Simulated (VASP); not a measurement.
# Ho: phonons from a supercell, part 3 of 4

How does the lattice of Ho vibrate? The start is a cell from a database of measured crystal structures.

VASP 6.6.1; LDA, 4f electrons in the core; plane waves and PAW (Ho_3).

Still holding for the runs below: The data set Ho_3 holds the 4f electrons frozen in the core, so no f bands or f moments appear.

So far. Step 3 (Relax the host again, on a new basis): The start already met the threshold, so nothing moved. Step 4 (Tight relaxation): The run ended after 4 ionic steps, 0.000 eV below its first step, once forces and stress met EDIFFG = -0.002.

## 5. Force constants in the supercell

System of this step: Ho. Symmetry: P6_3/mmc, No. 194, hexagonal system. The conventional cell has a = 3.463 Å, b = 3.463 Å, c = 5.408 Å, α = 90.00°, β = 90.00°, γ = 120.00°. Ho has 12 Ho at 3.36 to 3.46 Å nearest.

Each independent atom is moved by 0.015 Å both ways; the forces give the force constants out to half the supercell.

INCAR reads:

```
SYSTEM = Ho
PREC = Accurate
ENCUT = 350
EDIFF = 1E-07
NELM = 120
ISMEAR = 1
SIGMA = 0.2
LREAL = Auto
ALGO = Fast
GGA = CA
NBANDS = 188
LASPH = .TRUE.
LWAVE = .FALSE.
LCHARG = .FALSE.
KPAR = 4
IBRION = 6
NSW = 1
NFREE = 2
POTIM = 0.015
ISIF = 0
ADDGRID = .TRUE.
```

POSCAR reads:

```
Ho
1.0
   10.3896211827      0.0000000000      0.0000000000
   -5.1948105912      8.9976758796      0.0000000000
    0.0000000000      0.0000000000     10.8162110352
Ho
36
Direct
    0.2222222222      0.1111111111      0.3750000000
    0.2222222222      0.1111111111      0.8750000000
    0.2222222222      0.4444444444      0.3750000000
    0.2222222222      0.4444444444      0.8750000000
    0.2222222222      0.7777777778      0.3750000000
    0.2222222222      0.7777777778      0.8750000000
    0.5555555556      0.1111111111      0.3750000000
    0.5555555556      0.1111111111      0.8750000000
    0.5555555556      0.4444444444      0.3750000000
    0.5555555556      0.4444444444      0.8750000000
    0.5555555556      0.7777777778      0.3750000000
    0.5555555556      0.7777777778      0.8750000000
    0.8888888889      0.1111111111      0.3750000000
    0.8888888889      0.1111111111      0.8750000000
    0.8888888889      0.4444444444      0.3750000000
    0.8888888889      0.4444444444      0.8750000000
    0.8888888889      0.7777777778      0.3750000000
    0.8888888889      0.7777777778      0.8750000000
    0.1111111111      0.2222222222      0.1250000000
    0.1111111111      0.2222222222      0.6250000000
    0.1111111111      0.5555555556      0.1250000000
    0.1111111111      0.5555555556      0.6250000000
    0.1111111111      0.8888888889      0.1250000000
    0.1111111111      0.8888888889      0.6250000000
    0.4444444444      0.2222222222      0.1250000000
    0.4444444444      0.2222222222      0.6250000000
    0.4444444444      0.5555555556      0.1250000000
    0.4444444444      0.5555555556      0.6250000000
    0.4444444444      0.8888888889      0.1250000000
    0.4444444444      0.8888888889      0.6250000000
    0.7777777778      0.2222222222      0.1250000000
    0.7777777778      0.2222222222      0.6250000000
    0.7777777778      0.5555555556      0.1250000000
    0.7777777778      0.5555555556      0.6250000000
    0.7777777778      0.8888888889      0.1250000000
    0.7777777778      0.8888888889      0.6250000000
```

KPOINTS reads:

```
Automatic mesh
0
Gamma
4 4 3
0 0 0
```

PAW data sets: Ho_3 (PBE family, release 64).

The run is started by

```
$ mpirun -np 4 vasp_std
```

The program printed:

```text
[banner, memory and clock lines left out]
running    4 mpi-ranks, on    1 nodes
 distrk:  each k-point on    1 cores,    4 groups
 distr:  one band on    1 cores,    1 groups

 POSCAR found type information on POSCAR Ho
 POSCAR found :  1 types and      36 ions
 [... a notice as in an earlier step ...]

 LDA part: xc-table for (Slater(with rela. corr.)+CA(PZ))
 , standard interpolation
 POSCAR, INCAR and KPOINTS ok, starting setup
 FFT: planning ... GRIDC
 FFT: planning ... GRID_SOFT
 FFT: planning ... GRID
 WAVECAR not read
 entering main loop
       N       E                     dE             d eps       ncg     rms          rms(c)
DAV:   1     0.245946641308E+04    0.24595E+04   -0.11294E+05  3968   0.127E+03
DAV:   2     0.778251838446E+02   -0.23816E+04   -0.23398E+04  4456   0.807E+02
DAV:   3    -0.138647099550E+03   -0.21647E+03   -0.20021E+03  4944   0.164E+02
DAV:   4    -0.178192857939E+03   -0.39546E+02   -0.36306E+02  5168   0.466E+01
DAV:   5    -0.184479793357E+03   -0.62869E+01   -0.56327E+01  5152   0.117E+01    0.103E+02
RMM:   6    -0.185140495695E+03   -0.66070E+00   -0.66875E+00  4351   0.579E+00    0.622E+01
RMM:   7    -0.185604688520E+03   -0.46419E+00   -0.40436E+00  4526   0.424E+00    0.174E+00
RMM:   8    -0.185810017403E+03   -0.20533E+00   -0.20533E+00  4325   0.136E+00    0.120E+00
RMM:   9    -0.185902525746E+03   -0.92508E-01   -0.10471E+00  4888   0.851E-01    0.215E-01
RMM:  10    -0.185983657385E+03   -0.81132E-01   -0.79270E-01  4762   0.482E-01    0.122E-01
RMM:  11    -0.186042843914E+03   -0.59187E-01   -0.57859E-01  4835   0.360E-01    0.165E-01
RMM:  12    -0.186090837092E+03   -0.47993E-01   -0.46784E-01  4889   0.296E-01    0.416E-01
RMM:  13    -0.186126585243E+03   -0.35748E-01   -0.35140E-01  4857   0.273E-01    0.513E-02
RMM:  14    -0.186156062287E+03   -0.29477E-01   -0.28897E-01  4917   0.220E-01    0.231E-02
RMM:  15    -0.186178332082E+03   -0.22270E-01   -0.21846E-01  4680   0.183E-01    0.449E-02
RMM:  16    -0.186196900553E+03   -0.18568E-01   -0.18159E-01  4641   0.161E-01    0.160E-01
RMM:  17    -0.186211129529E+03   -0.14229E-01   -0.13922E-01  3686   0.139E-01    0.134E-01
RMM:  18    -0.186222998895E+03   -0.11869E-01   -0.11663E-01  3660   0.122E-01    0.508E-02
RMM:  19    -0.186232172319E+03   -0.91734E-02   -0.89725E-02  3671   0.107E-01    0.434E-02
RMM:  20    -0.186239928325E+03   -0.77560E-02   -0.75941E-02  3496   0.942E-02    0.767E-02
RMM:  21    -0.186245914351E+03   -0.59860E-02   -0.58734E-02  3216   0.831E-02    0.766E-02
WARNING in EDDRMM: call to ZHEGV failed, returncode =   6  3    110
RMM:  22    -0.186250941276E+03   -0.50269E-02   -0.49801E-02  3189   0.725E-02    0.538E-02
RMM:  23    -0.186254802611E+03   -0.38613E-02   -0.38341E-02  3184   0.635E-02    0.404E-02
RMM:  24    -0.186258162169E+03   -0.33596E-02   -0.32981E-02  3175   0.563E-02    0.236E-02
RMM:  25    -0.186260756304E+03   -0.25941E-02   -0.25514E-02  3143   0.500E-02    0.149E-02
RMM:  26    -0.186262992777E+03   -0.22365E-02   -0.21980E-02  3524   0.460E-02    0.123E-02
RMM:  27    -0.186264716885E+03   -0.17241E-02   -0.16978E-02  3561   0.418E-02    0.361E-03
RMM:  28    -0.186266210238E+03   -0.14934E-02   -0.14692E-02  3300   0.370E-02    0.117E-02
RMM:  29    -0.186267358981E+03   -0.11487E-02   -0.11323E-02  3043   0.333E-02    0.188E-02
RMM:  30    -0.186268357177E+03   -0.99820E-03   -0.98336E-03  2921   0.293E-02    0.205E-02
RMM:  31    -0.186269123063E+03   -0.76589E-03   -0.75573E-03  2874   0.258E-02    0.243E-02
RMM:  32    -0.186269790393E+03   -0.66733E-03   -0.65828E-03  2836   0.229E-02    0.261E-02
RMM:  33    -0.186270300627E+03   -0.51023E-03   -0.50408E-03  2779   0.203E-02    0.235E-02
RMM:  34    -0.186270746177E+03   -0.44555E-03   -0.44011E-03  2733   0.180E-02    0.222E-02
RMM:  35    -0.186271085382E+03   -0.33921E-03   -0.33546E-03  2711   0.161E-02    0.224E-02
RMM:  36    -0.186271382175E+03   -0.29679E-03   -0.29341E-03  2686   0.144E-02    0.271E-02
RMM:  37    -0.186271606659E+03   -0.22448E-03   -0.22219E-03  2584   0.128E-02    0.306E-02
RMM:  38    -0.186271803329E+03   -0.19667E-03   -0.19468E-03  2564   0.115E-02    0.327E-02
RMM:  39    -0.186271950615E+03   -0.14729E-03   -0.14600E-03  2490   0.102E-02    0.333E-02
RMM:  40    -0.186272079899E+03   -0.12928E-03   -0.12815E-03  2421   0.916E-03    0.335E-02
RMM:  41    -0.186272110148E+03   -0.30249E-04   -0.64762E-04  2293   0.821E-03    0.331E-02
RMM:  42    -0.186272191981E+03   -0.81834E-04   -0.80355E-04  2235   0.743E-03    0.343E-02
RMM:  43    -0.186272251284E+03   -0.59303E-04   -0.58954E-04  2050   0.659E-03    0.349E-02
RMM:  44    -0.186272302792E+03   -0.51508E-04   -0.51250E-04  1937   0.599E-03    0.351E-02
RMM:  45    -0.186272339579E+03   -0.36787E-04   -0.36692E-04  1976   0.537E-03    0.340E-02
WARNING in EDDRMM: call to ZHEGV failed, returncode =   8  4    146
RMM:  46    -0.186272282774E+03    0.56805E-04   -0.61380E-05  2351   0.490E-03    0.332E-02
RMM:  47    -0.186272289286E+03   -0.65113E-05   -0.16067E-04  2233   0.446E-03    0.333E-02
WARNING in EDDRMM: call to ZHEGV failed, returncode =   8  4    147
RMM:  48    -0.186272298411E+03   -0.91258E-05   -0.10004E-04  1548   0.392E-03    0.351E-02
RMM:  49    -0.186272307233E+03   -0.88215E-05   -0.90298E-05  1453   0.348E-03    0.352E-02
RMM:  50    -0.186272314358E+03   -0.71250E-05   -0.71487E-05  1427   0.315E-03    0.358E-02
RMM:  51    -0.186272318666E+03   -0.43087E-05   -0.44058E-05  1630   0.290E-03    0.335E-02
RMM:  52    -0.186272322037E+03   -0.33702E-05   -0.34754E-05  2322   0.274E-03    0.303E-02
WARNING in EDDRMM: call to ZHEGV failed, returncode =   8  4    147
RMM:  53    -0.186272323589E+03   -0.15525E-05   -0.15991E-05  2309   0.266E-03    0.288E-02
RMM:  54    -0.186272324808E+03   -0.12185E-05   -0.12591E-05  2055   0.227E-03    0.281E-02
RMM:  55    -0.186272324803E+03    0.45002E-08   -0.10208E-07  2031   0.214E-03
   1 F= -.18627232E+03 E0= -.18625035E+03  d E =-.659129E-01
 Found     2 degrees of freedom:
 Finite differences POTIM= 0.01500 DOF=   2
 bond charge predicted
       N       E                     dE             d eps       ncg     rms          rms(c)
DAV:   1    -0.186268527855E+03    0.37970E-02   -0.50233E-01 11280   0.399E+00    0.245E-01
RMM:   2    -0.186271261368E+03   -0.27335E-02   -0.30164E-02 11796   0.649E-01    0.858E-02
RMM:   3    -0.186271742331E+03   -0.48096E-03   -0.41628E-03 12359   0.178E-01    0.505E-02
RMM:   4    -0.186271798208E+03   -0.55877E-04   -0.73039E-04 12389   0.715E-02    0.407E-02
RMM:   5    -0.186271812077E+03   -0.13870E-04   -0.26936E-04 10746   0.391E-02    0.282E-02
RMM:   6    -0.186271823874E+03   -0.11796E-04   -0.16467E-04 11872   0.266E-02    0.918E-03
RMM:   7    -0.186271832715E+03   -0.88412E-05   -0.89412E-05 12054   0.121E-02    0.503E-03
RMM:   8    -0.186271837609E+03   -0.48943E-05   -0.51761E-05  9565   0.801E-03    0.411E-03
RMM:   9    -0.186271840820E+03   -0.32106E-05   -0.33720E-05  8612   0.608E-03    0.425E-03
 num prob  num prob RMM:  10    -0.186271843036E+03   -0.22163E-05   -0.22244E-05  8388   0.491E-03    0.544E-03
WARNING in EDDRMM: call to ZHEGV failed, returncode =   8  4    149
WARNING in EDDRMM: call to ZHEGV failed, returncode =   8  4    150
WARNING in EDDRMM: call to ZHEGV failed, returncode =   8  4    133
 num prob RMM:  11    -0.186271844543E+03   -0.15065E-05   -0.15087E-05  8018   0.426E-03    0.760E-03
 num prob  num prob RMM:  12    -0.186271845607E+03   -0.10645E-05   -0.10404E-05  7825   0.310E-03    0.105E-02
WARNING in EDDRMM: call to ZHEGV failed, returncode =   8  4    130
 num prob RMM:  13    -0.186271846594E+03   -0.98725E-06   -0.76088E-06  7945   0.469E-03    0.202E-02
 num prob  num prob RMM:  14    -0.186271847143E+03   -0.54822E-06   -0.52996E-06  7322   0.317E-03    0.223E-02
RMM:  15    -0.186271847543E+03   -0.40014E-06   -0.37823E-06  6904   0.196E-03    0.237E-02
 num prob  num prob  num prob RMM:  16    -0.186271847837E+03   -0.29431E-06   -0.25700E-06  6539   0.228E-03    0.252E-02
RMM:  17    -0.186271848000E+03   -0.16310E-06   -0.18438E-06  6174   0.144E-03    0.251E-02
WARNING in EDDRMM: call to ZHEGV failed, returncode =   8  4    152
 num prob WARNING in EDDRMM: call to ZHEGV failed, returncode =   8  4    147
WARNING in EDDRMM: call to ZHEGV failed, returncode =   8  4    149
 num prob RMM:  18    -0.186271848213E+03   -0.21303E-06   -0.11950E-06  5842   0.138E-03    0.270E-02
 num prob RMM:  19    -0.186271848317E+03   -0.10385E-06   -0.80184E-07  5783   0.134E-03    0.277E-02
 num prob RMM:  20    -0.186271848389E+03   -0.72429E-07   -0.53184E-07  5579   0.111E-03
   2 F= -.18627185E+03 E0= -.18625005E+03  d E =-.653903E-01
[...]
WARNING in EDDRMM: call to ZHEGV failed, returncode =   6  3    110
[...]
num prob  num prob WARNING in EDDRMM: call to ZHEGV failed, returncode =   8  4    113
[...]
WARNING in EDDRMM: call to ZHEGV failed, returncode =   8  4    132
[...]
WARNING in EDDRMM: call to ZHEGV failed, returncode =   8  4    134
[...]
WARNING in EDDRMM: call to ZHEGV failed, returncode =   8  4    141
WARNING in EDDRMM: call to ZHEGV failed, returncode =   8  4    143
[...]
WARNING in EDDRMM: call to ZHEGV failed, returncode =   8  4    146
[...]
num prob  num prob WARNING in EDDRMM: call to ZHEGV failed, returncode =   8  4    109
WARNING in EDDRMM: call to ZHEGV failed, returncode =   8  4    141
[...]
WARNING in EDDRMM: call to ZHEGV failed, returncode =   8  4    154
 num prob WARNING in EDDRMM: call to ZHEGV failed, returncode =   8  4    148
[... from here on, the cycles between the ionic steps are left out ...]
   3 F= -.18627185E+03 E0= -.18625006E+03  d E =-.653811E-01
[...]
WARNING in EDDRMM: call to ZHEGV failed, returncode =   6  3    110
[...]
num prob  num prob  num prob WARNING in EDDRMM: call to ZHEGV failed, returncode =   8  4    130
WARNING in EDDRMM: call to ZHEGV failed, returncode =   8  4    134
[...]
WARNING in EDDRMM: call to ZHEGV failed, returncode =   8  4    157
WARNING in EDDRMM: call to ZHEGV failed, returncode =   8  4    161
[...]
num prob  num prob WARNING in EDDRMM: call to ZHEGV failed, returncode =   8  4    162
   4 F= -.18627184E+03 E0= -.18625005E+03  d E =-.653662E-01
 Finite differences progress:
  Degree of freedom:   2/  2
  Displacement:        1/  2
  Total:               3/  4
 bond charge predicted
       N       E                     dE             d eps       ncg     rms          rms(c)
DAV:   1    -0.186260321280E+03    0.11520E-01   -0.18643E+00  5000   0.747E+00    0.565E-01
RMM:   2    -0.186269991761E+03   -0.96705E-02   -0.10947E-01  5320   0.115E+00    0.323E-01
RMM:   3    -0.186271552990E+03   -0.15612E-02   -0.15213E-02  5538   0.340E-01    0.202E-01
RMM:   4    -0.186271638995E+03   -0.86005E-04   -0.26162E-03  5563   0.134E-01    0.711E-02
RMM:   5    -0.186271710780E+03   -0.71785E-04   -0.10790E-03  5165   0.627E-02    0.657E-02
RMM:   6    -0.186271738963E+03   -0.28183E-04   -0.50132E-04  4957   0.489E-02    0.287E-02
RMM:   7    -0.186271772915E+03   -0.33953E-04   -0.37190E-04  5223   0.348E-02    0.105E-02
RMM:   8    -0.186271788813E+03   -0.15898E-04   -0.17934E-04  4999   0.205E-02    0.788E-03
RMM:   9    -0.186271801392E+03   -0.12579E-04   -0.12812E-04  4654   0.986E-03    0.101E-02
 num prob RMM:  10    -0.186271808610E+03   -0.72175E-05   -0.71602E-05  4022   0.791E-03    0.144E-02
RMM:  11    -0.186271813750E+03   -0.51404E-05   -0.54590E-05  3673   0.597E-03    0.128E-02
RMM:  12    -0.186271816514E+03   -0.27635E-05   -0.32227E-05  4036   0.549E-03    0.793E-03
 num prob RMM:  13    -0.186271818985E+03   -0.24713E-05   -0.25408E-05  3670   0.443E-03    0.679E-03
 num prob  num prob RMM:  14    -0.186271820483E+03   -0.14983E-05   -0.15216E-05  3525   0.404E-03    0.673E-03
 num prob RMM:  15    -0.186271821729E+03   -0.12458E-05   -0.12393E-05  3401   0.289E-03    0.836E-03
 num prob  num prob RMM:  16    -0.186271822413E+03   -0.68357E-06   -0.74848E-06  3182   0.314E-03    0.526E-03
 num prob RMM:  17    -0.186271822991E+03   -0.57785E-06   -0.61404E-06  2991   0.192E-03    0.202E-03
 num prob RMM:  18    -0.186271823388E+03   -0.39711E-06   -0.40012E-06  2874   0.208E-03    0.235E-03
 num prob WARNING in EDDRMM: call to ZHEGV failed, returncode =   8  4    154
WARNING in EDDRMM: call to ZHEGV failed, returncode =   8  4    160
RMM:  19    -0.186271823711E+03   -0.32307E-06   -0.32898E-06  2745   0.145E-03    0.264E-03
 num prob RMM:  20    -0.186271823910E+03   -0.19882E-06   -0.20161E-06  2663   0.138E-03    0.273E-03
 num prob RMM:  21    -0.186271824073E+03   -0.16355E-06   -0.16738E-06  2521   0.110E-03    0.279E-03
 num prob RMM:  22    -0.186271824183E+03   -0.11023E-06   -0.10995E-06  2490   0.102E-03    0.303E-03
 num prob WARNING in EDDRMM: call to ZHEGV failed, returncode =   8  4    152
RMM:  23    -0.186271824273E+03   -0.89549E-07   -0.91513E-07  2085   0.865E-04
   5 F= -.18627182E+03 E0= -.18625004E+03  d E =-.653658E-01
 Finite differences progress:
  Degree of freedom:   2/  2
  Displacement:        2/  2
  Total:               4/  4
```

Elapsed: 67 min, on 4 MPI ranks of AMD EPYC 9R45, shared host; peak memory 9.9 GiB.

[end of part 3 of 4]

[Lines on the potential files, build, host, timing and source positions are cut from VASP's logs without a mark.]

[Logs are printed without paths, hosts, clocks, repeated set-up lines and the standing remarks that a program may print on its own settings, such as how far it seeks lower states.]

[Hosts, paths, dates, database ids (printed as entryN), source tags and the programs' standing remarks are cut or masked in the printed files.]

[Runs that stopped without an error message from VASP are left out.]
